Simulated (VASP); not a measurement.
Energy against volume of InP (zinc blende). Calculation: vdW-DF-cx, VASP's PBE PAW potentials (set 64) (plane waves; VASP). Settings: 520 eV cut-off, 8×8×8 Γ-centred mesh, Gaussian smearing of 0.050 eV, potentials In_d P.

```json
[
 {"V (Å³/atom)": "24.078", "E (eV/atom)": "-2.03046"},
 {"V (Å³/atom)": "24.847", "E (eV/atom)": "-2.04681"},
 {"V (Å³/atom)": "25.615", "E (eV/atom)": "-2.05204"},
 {"V (Å³/atom)": "26.384", "E (eV/atom)": "-2.04788"}
]
```

**Question.** Fit these four points and predict the energy of the run at 27.152 Å³/atom.

**Answer.** A cubic in V^(−2/3), the third-order Birch-Murnaghan form, passes through the four points with V0 = 25.64 Å³/atom and B0 = 65 GPa, and gives -2.0358 eV/atom there. The run gave -2.0358 eV/atom, -0.0 meV/atom from the fit; all five points give B0 = 65 GPa.

The compound is InP in the zinc blende structure. It was relaxed first.
